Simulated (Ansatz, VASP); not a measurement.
## Cross-check of SbMo2N between VASP and Ansatz

One calculation is typed for both programs; each brings its own data sets and cutoff. How far apart do they land? The cell is invented: As first built, before any earlier steps moved the atoms: it takes the MoP structure with some of its atoms replaced by other elements, volume scaled by an estimate. It may not be a known or stable phase. The cell is taken from a series of runs on this material, whose earlier steps may have relaxed or scaled it; both programs get it as it stands.

Program: Ansatz 0.2.0. Level of theory: plane waves, with VASP 6.6.1 beside it; single point at PBE. Results are calculated unless marked as measured.

## Step 1: The structure

Symmetry: P-6m2, No. 187, hexagonal system. Conventional cell: a = 3.113 Å, b = 3.113 Å, c = 6.919 Å, α = 90.00°, β = 90.00°, γ = 120.00°. Nearest to Sb lie 6 Mo at 2.80 Å and 6 Sb at 3.11 Å. Mo has 3 N at 2.22 Å nearest. Nearest to N lie 6 Mo at 2.22 Å. As first built, before any earlier steps moved the atoms: sites of the MoP structure (space group 187) filled with other elements, volume scaled by an estimate. Farther neighbours and most contacts between anions are not listed.

## Step 2: Ansatz: single point, PBE

Ansatz runs on its default PAW (the set named soft_2) files.

With cell and atoms fixed, the geometry can't cause a difference; cores, projectors, grids and the points listed under the comparison can.

input.yaml reads:

```yaml
crystal:
  lattice:
    - [3.1132811107, 0.0, 0.0]
    - [-1.5566405554, 2.696180614, 0.0]
    - [0.0, 0.0, 6.918888086]
  atoms:
    - { symbol: Sb, position: [0.33333333, 0.66666667, 0.0] }
    - { symbol: Mo, position: [0.0, 0.0, 0.3111528614] }
    - { symbol: Mo, position: [0.0, 0.0, 0.6888471386] }
    - { symbol: "N", position: [0.33333333, 0.66666667, 0.5] }
hamiltonian:
  xc: pbe
  pseudopotentials: { kind: paw }
kpoints:
  mp_grid: { grid: [8, 8, 4] }
  band_path:
    path:
      - [0.0, 0.0, 0.0]
      - [0.13333, 0.0, 0.0]
      - [0.3, 0.0, 0.0]
      - [0.46667, 0.0, 0.0]
      - [0.46667, 0.06667, 0.0]
      - [0.41111, 0.17778, 0.0]
      - [0.35556, 0.28889, 0.0]
      - [0.28889, 0.28889, 0.0]
      - [0.17778, 0.17778, 0.0]
      - [0.06667, 0.06667, 0.0]
      - [0.0, 0.0, 0.03333]
      - [0.0, 0.0, 0.2]
      - [0.0, 0.0, 0.36667]
      - [0.0, 0.0, 0.5]
      - [0.16667, 0.0, 0.5]
      - [0.3, 0.0, 0.5]
      - [0.46667, 0.0, 0.5]
      - [0.46667, 0.06667, 0.5]
      - [0.41111, 0.17778, 0.5]
      - [0.35556, 0.28889, 0.5]
      - [0.28889, 0.28889, 0.5]
      - [0.17778, 0.17778, 0.5]
      - [0.06667, 0.06667, 0.5]
      - [0.5, 0.0, 0.46667]
      - [0.5, 0.0, 0.3]
      - [0.5, 0.0, 0.13333]
      - [0.33333, 0.33333, 0.0]
      - [0.33333, 0.33333, 0.16667]
      - [0.33333, 0.33333, 0.33333]
      - [0.33333, 0.33333, 0.5]
    npoints: 1
scf:
  occupations: { method: fermi_dirac, width: 0.05 }
  n_extra_bands: 8
output:
  forces: true
  stress: true
  eigenvalues: true
```

Command:

```bash
$ ansatz run input.yaml --threads 2 --pin off --max-ram 4608MiB --backend cpu --events-out ev --progress --plain --runs-dir out
```

Numbers of over 12 decimals in the logs are rounded to 6 here.

The program printed:

```text
scf.n_extra_bands = 8 over 24 filled bands (N_el = 48.0): the run solves 32 bands
Engine: ansatz 0.2.0, aarch64-unknown-linux-gnu
Pseudopotentials: kind: paw
Pseudopotential: Sb, paw, valence charge 15, recommended cutoff 420 eV (normal), Sb.paw.azcp
Pseudopotential: Mo, paw, valence charge 14, recommended cutoff 420 eV (normal), Mo.paw.azcp
Pseudopotential: N, paw, valence charge 5, recommended cutoff 420 eV (normal), N.paw.azcp
Functional definition: PBE
  parameter kappa = 0.804
  parameter beta = 0.066725
  exchange = pbe_x(kappa = kappa, mu = beta*pi^2/3)
  correlation = pbe_c(beta = beta)
Crystal: 4 atoms, lattice volume = 58.077 Å³
Basis set: ecut = 420 eV, 1115 PW (Γ), exchange–correlation on 48×48×96 points (8 copies of the dense FFT grid, shifted against one another)
Bands: 32, of which v1, the nominal top of the filled ones, is band 24 counted from 1 (23 counted from 0)
Symmetry: 12 space group operations
Space group: P-6m2 (ITA 187), of the structure as read, at distance tolerance 3.9e-5 Å
k-points: 30 of 256 (time reversal used)
Non-local potential: Sb, projectors of the file, l = 0: 2, l = 1: 2, l = 2: 2, l = 3: 2
Non-local potential: Mo, projectors of the file, l = 0: 3, l = 1: 2, l = 2: 2, l = 3: 1
Non-local potential: N, projectors of the file, l = 0: 2, l = 1: 2, l = 2: 1
PAW form: soft (Blöchl's): semilocal exchange-correlation on the pseudo side does not see the compensation charge
PAW one-centre angular grid: Sb, 590 points (default); XC on 64 Gauss nodes
PAW one-centre angular grid: Mo, 590 points (default); XC on 64 Gauss nodes
PAW one-centre angular grid: N, 110 points (default); XC on 64 Gauss nodes
Initial density: superposition of atomic densities (neutral atoms: chi_scale 0, normalization atom), corrected by the library's trained network
Initial wavefunctions: pseudopotential atomic-orbital guess
Functional: x = pbe(κ = 0.804, μ = 0.219515), c = pbe(β = 0.066725)
SCF iter   1: F=—  HF=-16779.920305 eV  |F-HF|=—  |Δ(HF+E_count)|=         —  Δρ=1.10e-2  dr2=1.02e-1  ethr=1.77e-3  ⟨swp⟩=6.1  Hψ=4001  notcnv=0
preconditioner: auto → Kerker (q_TF=auto, 2.643 Å⁻¹)  [metal: Δε(μ)=0.035 eV  Ē_g=8.116 eV  σ=0.050 eV  W_gap=0.17  n_scr=22 (ndim 8)  ℏωp=22.9 eV  f_vac=0.000  D(μ)=1.73/eV (n_scr^D=4)]
SCF iter   2: F=—  HF=-16779.916462 eV  |F-HF|=—  |Δ(HF+E_count)|=   3.84e-3  Δρ=6.45e-3  dr2=4.58e-2  ethr=2.12e-4  ⟨swp⟩=1.1  Hψ=1204  notcnv=0  defer=9
SCF iter   3: F=—  HF=-16779.911756 eV  |F-HF|=—  |Δ(HF+E_count)|=   4.71e-3  Δρ=1.03e-3  dr2=1.78e-3  ethr=9.55e-5  ⟨swp⟩=2.0  Hψ=1189  notcnv=0  defer=10
SCF iter   4: F=—  HF=-16779.911504 eV  |F-HF|=—  |Δ(HF+E_count)|=   2.52e-4  Δρ=3.21e-4  dr2=6.60e-5  ethr=3.72e-6  ⟨swp⟩=2.0  Hψ=1089  notcnv=0  defer=10
SCF iter   5: F=—  HF=-16779.911521 eV  |F-HF|=—  |Δ(HF+E_count)|=   1.72e-5  Δρ=8.15e-5  dr2=5.21e-6  ethr=1.38e-7  ⟨swp⟩=2.0  Hψ=1216  notcnv=0  defer=11
SCF iter   6: F=—  HF=-16779.911522 eV  |F-HF|=—  |Δ(HF+E_count)|=   4.40e-7  Δρ=2.43e-5  dr2=4.41e-7  ethr=1.09e-8  ⟨swp⟩=2.0  Hψ=1254  notcnv=0  defer=11
SCF iter   7: F=-16779.911522 eV  HF=-16779.911522 eV  |F-HF|=2.39e-9  |Δ(HF+E_count)|=   1.67e-8  Δρ=5.82e-6  dr2=2.00e-8  ethr=2.08e-10  ⟨swp⟩=8.6  Hψ=3619  notcnv=0
SCF 1 converged in 7 iterations: F = -16779.911522 eV  dr2 = 2.00e-8
  greatest PAW one-centre occupation: 0.998 electrons in one spin orbital (limit 2), on the Mo atom at site 2 (counted from 0), in its partial waves of l = 0
NSCF: frozen V_eff on 30 k-points
SCF converged after 7 iterations
Free energy (F): -16779.911522 eV
Harris-Foulkes:  -16779.911522 eV  (|F-HF|=2.39e-9)
Internal energy: -16779.897183 eV  (E = F + TS)
E sigma→0 (E₀):  -16779.904352 eV
Entropy (-TS):   -0.014339 eV (-3.585 meV/atom)
Fermi energy:    18.610576 eV
--- Per-component energies (eV) ---
  E_band       = -189.833072
  E_kinetic    = 1222.270355
  E_local      = -2997.024507  (includes V_loc(G=0)·N_el)
  E_nonlocal   = 696.961784
  E_hartree    = 1163.004504
  E_xc         = -566.271737
  E_vxc        = -632.013115  (∫ρ·V_xc dr)
  E_paw        = -11107.900514  (= ΣΔE_a)
  E_vpaw       = -806.035358  (= ΣTr[D̂ρ^β])
  E_aug_tail   = 0.000146  (compensation charges beyond the density's cutoff)
  E_ewald      = -5190.937214
  E_smearing   = -0.014339  (= −TS)
  E_closure    = -0.000000  (closes the sum)
  Σ components = -16779.911522   (vs F -16779.911522, Δ=0.00e0)
--- Forces (eV/Å), atoms counted from 1 ---
  atom   1  Sb    -0.00000000     0.00000000    -0.00000000
  atom   2  Mo     0.00000000     0.00000000     0.04245566
  atom   3  Mo    -0.00000000     0.00000000    -0.04245566
  atom   4  N     -0.00000000     0.00000000    -0.00000000
  max |Σ_I F_I| component: 5.18e-16 eV/Å
--- Stress (GPa, compression-positive) ---
       -0.323601       0.000000      -0.000000
        0.000000      -0.323601       0.000000
       -0.000000       0.000000      -0.280096
  P = ⅓ Tr σ = -0.3091 GPa (-3.091 kbar)
--- Band table (eV; the first three rows and the last of 30) ---
  k-point 0: bands = [... 20 lower, 17.3300, 17.3300, 17.5553, 17.5553, 19.6552, 19.6552, 19.7601, 20.8582, ... 4 higher]
  k-point 1: bands = [... 20 lower, 17.3643, 17.3643, 17.5683, 17.5683, 19.5051, 19.5051, 19.6125, 21.3582, ... 4 higher]
  k-point 2: bands = [... 20 lower, 17.3858, 17.3858, 17.6020, 17.6020, 19.3520, 19.3520, 19.5149, 21.4022, ... 4 higher]
  k-point 29: bands = [... 20 lower, 14.4208, 16.3289, 17.8741, 17.9535, 19.7698, 19.9964, 20.4584, 20.7642, ... 4 higher]
```

Reading the cycles: dr2 is the Hartree energy of the density residual (eV), the measure of convergence; HF is the Harris–Foulkes estimate of the energy, which meets the free energy F at convergence.

## Step 3: VASP: single point, PBE

The same cell, functional, mesh and smearing now go to VASP, with its own data sets and cutoff.

Lines of VASP's logs that name or quote its potential files are left out, and so is its time.

INCAR reads:

```
SYSTEM = SbMo2N
PREC = Accurate
ENCUT = 520
EDIFF = 1E-06
NELM = 100
ISMEAR = -1
SIGMA = 0.05
LREAL = .FALSE.
ALGO = Normal
GGA = PE
NBANDS = 25
LASPH = .TRUE.
LORBIT = 11
LWAVE = .FALSE.
LCHARG = .FALSE.
KPAR = 2
ISIF = 2
```

POSCAR reads:

```
SbMo2N
1.0
    3.1132811107      0.0000000000      0.0000000000
   -1.5566405554      2.6961806140      0.0000000000
    0.0000000000      0.0000000000      6.9188880860
Sb Mo N
1 2 1
Direct
    0.3333333300      0.6666666700      0.0000000000
    0.0000000000      0.0000000000      0.3111528614
    0.0000000000      0.0000000000      0.6888471386
    0.3333333300      0.6666666700      0.5000000000
```

KPOINTS reads:

```
Automatic mesh
0
Gamma
8 8 4
0 0 0
```

Potentials, in the order of the species: Sb, Mo_sv and N (PBE family, release 64).

Command:

```bash
$ mpirun -np 2 vasp_std
```

The program printed:

```text
[banner, memory and clock lines left out]
running    2 mpi-ranks, on    1 nodes
 distrk:  each k-point on    1 cores,    2 groups
 distr:  one band on    1 cores,    1 groups

 POSCAR found type information on POSCAR SbMoN
 POSCAR found :  3 types and       4 ions
 LDA part: xc-table for (Slater+PW92), standard interpolation
 POSCAR, INCAR and KPOINTS ok, starting setup
 FFT: planning ... GRIDC
 FFT: planning ... GRID_SOFT
 FFT: planning ... GRID
 WAVECAR not read
 entering main loop
       N       E                     dE             d eps       ncg     rms          rms(c)
DAV:   1     0.384438454146E+03    0.38444E+03   -0.22251E+04  1532   0.150E+03
DAV:   2    -0.218472685906E+02   -0.40629E+03   -0.40038E+03  1825   0.436E+02
DAV:   3    -0.368645457017E+02   -0.15017E+02   -0.14778E+02  1864   0.855E+01
DAV:   4    -0.371214777327E+02   -0.25693E+00   -0.25605E+00  1770   0.118E+01
DAV:   5    -0.371257326345E+02   -0.42549E-02   -0.42467E-02  1821   0.153E+00    0.265E+01
DAV:   6    -0.343093300596E+02    0.28164E+01   -0.21590E+01  1747   0.286E+01    0.798E+00
DAV:   7    -0.338477420435E+02    0.46159E+00   -0.29235E+00  1773   0.102E+01    0.596E+00
DAV:   8    -0.337827088279E+02    0.65033E-01   -0.42515E-01  1617   0.450E+00    0.544E-01
DAV:   9    -0.337812603082E+02    0.14485E-02   -0.29885E-02  1850   0.982E-01    0.266E-01
DAV:  10    -0.337809563503E+02    0.30396E-03   -0.24553E-03  1809   0.415E-01    0.960E-02
DAV:  11    -0.337809862206E+02   -0.29870E-04   -0.27069E-04  1987   0.140E-01    0.385E-02
DAV:  12    -0.337809987091E+02   -0.12488E-04   -0.86115E-05  1775   0.564E-02    0.181E-02
DAV:  13    -0.337809953336E+02    0.33755E-05   -0.15549E-05  1635   0.223E-02    0.514E-03
DAV:  14    -0.337809951139E+02    0.21971E-06   -0.11141E-06  1053   0.788E-03
   1 F= -.33780995E+02 E0= -.33773811E+02  d E =-.143675E-01
```

Parts of OUTCAR (step 3):

```text
ion  position               nearest neighbor table
   1  0.333  0.667  0.000-   2 2.80   3 2.80   2 2.80   3 2.80   2 2.80   3 2.80
   2  0.000  0.000  0.311-   4 2.22   4 2.22   4 2.22   3 2.61   1 2.80   1 2.80   1 2.80
   3  0.000  0.000  0.689-   4 2.22   4 2.22   4 2.22   2 2.61   1 2.80   1 2.80   1 2.80
   4  0.333  0.667  0.500-   2 2.22   3 2.22   2 2.22   3 2.22   2 2.22   3 2.22

  LATTYP: Found a hexagonal cell.
 ALAT       =     3.1132811107
 C/A-ratio  =     2.2223782049

 Subroutine GETGRP returns: Found 12 space group operations
 (whereof 12 operations were pure point group operations)

The static configuration has the point symmetry D_3h.

 Found     30 irreducible k-points:

   k-points           NKPTS =     30   k-points in BZ     NKDIM =     30   number of bands    NBANDS=     25

   dimension x,y,z NGX =    24 NGY =   24 NGZ =   54
   dimension x,y,z NGXF=    48 NGYF=   48 NGZF=  108

   ENCUT  =  520.0 eV  38.22 Ry    6.18 a.u.   5.79  5.79 12.86*2*pi/ulx,y,z

   NELECT =      38.0000    total number of electrons

 k-points in reciprocal lattice and weights: Automatic mesh
   0.00000000  0.00000000  0.00000000       0.004
   0.12500000  0.00000000  0.00000000       0.023
   0.25000000  0.00000000  0.00000000       0.023
   0.37500000  0.00000000  0.00000000       0.023
   0.50000000  0.00000000  0.00000000       0.012
   0.12500000  0.12500000  0.00000000       0.023
   0.25000000  0.12500000  0.00000000       0.047
   0.37500000  0.12500000  0.00000000       0.047
   0.25000000  0.25000000  0.00000000       0.023
[...]
0.25000000  0.25000000  0.50000000       0.023
   0.37500000  0.25000000  0.50000000       0.023

 average (electrostatic) potential at core
       1 -80.8936       2 -69.9497       3 -69.9497       4 -57.8645

 E-fermi :  12.1978

 k-point     1 :       0.0000    0.0000    0.0000
  band No.  band energies     occupation
    ...
     15       8.4579      2.00000
     16      10.9156      2.00000
     17      10.9156      2.00000
     18      11.1417      2.00000
     19      11.1417      2.00000
     20      13.2425      0.00000
     21      13.2425      0.00000
     22      13.3447      0.00000
     23      14.4425      0.00000
     24      14.9015      0.00000
    ...

 k-point     2 :       0.1250    0.0000    0.0000
  band No.  band energies     occupation
    ...
     15       8.6258      2.00000
     16      10.4927      2.00000
     17      10.7677      2.00000
     18      10.9112      2.00000
     19      11.4779      2.00000
     20      12.7241      0.00005
     21      13.1629      0.00000
     22      14.3977      0.00000
     23      14.4082      0.00000
     24      15.1055      0.00000
    ...

 k-point     3 :       0.2500    0.0000    0.0000
  band No.  band energies     occupation
    ...
     14       8.1001      2.00000
     15       8.6655      2.00000
     16       9.5991      2.00000
     17      10.4720      2.00000
     18      11.1791      2.00000
     19      12.3779      0.05314
     20      12.5770      0.00102
     21      12.9984      0.00000
     22      13.3943      0.00000
     23      14.5279      0.00000
    ...

  Total       -0.0364954     -0.0364954     -0.0168292      0.0000000     -0.0000000      0.0000000
  in kB       -1.0068055     -1.0068056     -0.4642690      0.0000000     -0.0000000      0.0000000
  external PRESSURE =      -0.8259601 kB  Pullay stress =       0.0000000 kB

  energy-cutoff  :      520.00
  volume of cell :       58.08
      direct lattice vectors                 reciprocal lattice vectors
     3.113281111  0.000000000  0.000000000     0.321204531  0.185447517  0.000000000
    -1.556640555  2.696180614  0.000000000     0.000000000  0.370895034  0.000000000
     0.000000000  0.000000000  6.918888086     0.000000000  0.000000000  0.144531894

 POSITION                                       TOTAL-FORCE (eV/Angst)
 -----------------------------------------------------------------------------------
     -0.00000      1.79745      0.00000         0.000000      0.000000     -0.000000
      0.00000      0.00000      2.15283         0.000000      0.000000      0.009210
      0.00000      0.00000      4.76606        -0.000000      0.000000     -0.009210
     -0.00000      1.79745      3.45944        -0.000000     -0.000000     -0.000000
 -----------------------------------------------------------------------------------
    total drift:                                0.000010     -0.000006     -0.000000

  FREE ENERGIE OF THE ION-ELECTRON SYSTEM (eV)
  ---------------------------------------------------
  free  energy   TOTEN  =       -33.7809951139 eV

  energy  without entropy=      -33.7666276254  energy(sigma->0) =      -33.77381137

 total charge
# of ion       s       p       d       tot
------------------------------------------
    1        1.103   1.355   0.104   2.561
    2        2.256   6.172   3.969  12.397
    3        2.256   6.172   3.969  12.397
    4        1.242   2.393   0.000   3.635
--------------------------------------------------
tot          6.857  16.091   8.042  30.990

[... 3 further parts left out ...]
```

This run has no spin polarisation, although Mo can carry a moment.

## Step 4: Differences

Known differences besides the PAW data sets themselves: the data sets hold 48 valence electrons in Ansatz (default PAW (the set named soft_2) files) and 38 in VASP; the cutoff is 420 eV in Ansatz and 520 eV in VASP. Total energies have different zeros and are not compared.

The two programs side by side:

| quantity | Ansatz | VASP | difference |
| --- | --- | --- | --- |
| pressure (GPa) | -0.31 | -0.08 | -0.23 |

At this near-relaxed geometry the largest component of a force difference is 33 meV/Å. Ansatz's pressure holds a Pulay correction of 0.20 GPa; VASP's holds none.

## Step 5: Looking for the cause

The difference is large enough to ask for its cause, so further runs change the set-up of one program at a time, as the table lists.

| run | r.m.s. force difference (meV/Å) |
| --- | --- |
| as above | 14 |
| VASP with the data sets Sb_d_GW, Mo_sv_GW and N_GW and a cutoff of 680 eV | 0.56 |
| VASP with the data sets Sb, Mo_sv and N_h and a cutoff of 1210 eV | 12 |

## Step 6: Results

| Property | Result |
| --- | --- |
| r.m.s. force difference (single point, PBE) | 14 meV/Å |

What this shows: The r.m.s. force difference is 14 meV/Å (single point, PBE), beyond the 12 meV/Å picked in this series as the mark of a large difference. For single point, PBE: with VASP with the data sets Sb_d_GW, Mo_sv_GW and N_GW and a cutoff of 680 eV the r.m.s. force difference shrinks in size, from 14 to 0.56 meV/Å. How closely two codes agree says nothing of how well the functional describes the real material.

[Lines on the potential files, build, host, timing and source positions are cut from VASP's logs without a mark.]

[Logs are printed without paths, hosts, clocks, repeated set-up lines and the standing remarks that a program may print on its own settings, such as how far it seeks lower states.]

[Hosts, paths, dates, database ids (printed as entryN), source tags and the programs' standing remarks are cut or masked in the printed files.]
